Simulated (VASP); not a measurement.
Data:

```
MnO2
1.0
    4.41060     0.00000     0.00000
    0.00000     4.41060     0.00000
    0.00000     0.00000     2.86213
Mn O
2 4
Cartesian
  0.00000   0.00000   0.00000
  2.20530   2.20530   1.43107
  1.33889   1.33889   0.00000
  3.54419   0.86641   1.43107
  0.86641   3.54419   1.43107
  3.07171   3.07171   0.00000
```
Starting moments (μB, in the order of the record's atoms Mn Mn O O O O): 2.4 -2.4 -0.1 0.1 0.1 -0.1.

All values below come from optB88-vdW, VASP's PBE PAW potentials (set 64) (plane waves; VASP 6.6.1). Run with 520 eV cut-off, 8×8×12 Γ-centred mesh, tetrahedra with Blöchl corrections, potentials Mn_pv O.

Question: What does the run give for the cell moment, energy per atom (σ→0), band gap (on the k-mesh) with the smallest direct gap where there is one?

Answer: 
The band gap (on the k-mesh) is none (metal, semimetal or under 0.01 eV), the cell moment comes out as 0.00 μB and the energy per atom (σ→0) is -5893 meV/atom.

Question: Give the moment on each site (PAW-sphere projection).

Answer: 
```json
[
 {"site": "Mn1", "moment (μB)": "2.46"},
 {"site": "Mn2", "moment (μB)": "-2.46"},
 {"site": "O3", "moment (μB)": "-0.05"},
 {"site": "O4", "moment (μB)": "0.05"},
 {"site": "O5", "moment (μB)": "0.05"},
 {"site": "O6", "moment (μB)": "-0.05"}
]
```

The compound is MnO2 in the rutile structure. It was relaxed first.
